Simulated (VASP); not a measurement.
Here is the system:

```xyz
2
Lattice="0.0000 2.1771 2.1771 2.1771 0.0000 2.1771 2.1771 2.1771 0.0000" Properties=species:S:1:pos:R:3 pbc="T T T"
Ti     0.0000     0.0000     0.0000
C      2.1771     2.1771     2.1771
```

Level of theory: r2SCAN meta-GGA, VASP's PBE PAW potentials (set 64) (plane waves; VASP). Numerical set-up: 600 eV cut-off, 14×14×14 Γ-centred mesh, first-order Methfessel-Paxton smearing of 0.10 eV, potentials Ti_sv C.

Problem. Estimate the energy per atom (σ→0), pressure, band gap (on the k-mesh) with the smallest direct gap where there is one.

Solution. 
| Quantity | Value |
|---|---|
| band gap (on the k-mesh) | none (metal, semimetal or under 0.01 eV) |
| energy per atom (σ→0) | -12.434 eV/atom |
| pressure | -3.85 GPa |

The compound is TiC in the rock salt structure. This cell was strained or had an atom moved on purpose.
